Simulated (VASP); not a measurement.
Data:

```xyz
2
Lattice="1.4966 -2.5921 0.0000 1.4966 2.5921 0.0000 0.0000 0.0000 5.8510" Properties=species:S:1:pos:R:3 pbc="T T T"
Cd     1.4966     0.8640     1.4628
Cd     1.4966    -0.8640     4.3883
```

Calculation: PBE GGA, VASP's PBE PAW potentials (set 64) (plane waves; VASP). Numerical set-up: 480 eV cut-off, 14×14×6 Γ-centred mesh, first-order Methfessel-Paxton smearing of 0.10 eV, potentials Cd.

Energy and stress use the plane-wave basis of the starting cell.

The ions, cell shape and volume at an external pressure of 15.0 GPa are relaxed. Predict the relaxed structure.

```xyz
2
Lattice="1.4721 -2.5498 0.0000 1.4721 2.5498 0.0000 0.0000 0.0000 4.9678" Properties=species:S:1:pos:R:3 pbc="T T T"
Cd     1.4721     0.8499     1.2419
Cd     1.4721    -0.8499     3.7258
```
Space group P6_3/mmc (194), at a tolerance of 0.03 Å.

How do energy and volume change from the first to the last step?

The energy (σ→0) changes by +151.3 meV/atom and the volume by -17.8 %, in 11 ionic steps.

```json
[
 {"step": "1", "E(σ→0) (eV)": "-1.4788", "max force (eV/Å)": "0.000", "pressure (GPa)": "1.02", "volume (Å³)": "45.40"},
 {"step": "2", "E(σ→0) (eV)": "-0.4455", "max force (eV/Å)": "0.000", "pressure (GPa)": "36.90", "volume (Å³)": "33.58"},
 {"step": "3", "E(σ→0) (eV)": "-1.1891", "max force (eV/Å)": "0.000", "pressure (GPa)": "14.54", "volume (Å³)": "38.47"},
 {"step": "4", "E(σ→0) (eV)": "-1.1771", "max force (eV/Å)": "0.000", "pressure (GPa)": "14.88", "volume (Å³)": "38.34"},
 {"step": "5", "E(σ→0) (eV)": "-1.1645", "max force (eV/Å)": "0.000", "pressure (GPa)": "15.29", "volume (Å³)": "38.21"},
 {"step": "6", "E(σ→0) (eV)": "-1.1613", "max force (eV/Å)": "0.000", "pressure (GPa)": "15.41", "volume (Å³)": "37.87"},
 {"step": "7", "E(σ→0) (eV)": "-1.1148", "max force (eV/Å)": "0.000", "pressure (GPa)": "17.06", "volume (Å³)": "36.69"},
 {"step": "8", "E(σ→0) (eV)": "-1.2720", "max force (eV/Å)": "0.000", "pressure (GPa)": "11.81", "volume (Å³)": "38.44"},
 {"step": "9", "E(σ→0) (eV)": "-1.1818", "max force (eV/Å)": "0.000", "pressure (GPa)": "14.80", "volume (Å³)": "37.35"},
 {"step": "10", "E(σ→0) (eV)": "-1.1802", "max force (eV/Å)": "0.000", "pressure (GPa)": "14.86", "volume (Å³)": "37.34"},
 {"step": "11", "E(σ→0) (eV)": "-1.1762", "max force (eV/Å)": "0.000", "pressure (GPa)": "15.03", "volume (Å³)": "37.29"}
]
```

The compound is Cd in the hcp structure. This run relaxes it under an external pressure of 15 GPa. Symmetry was kept, so distortions that lower it aren't found.
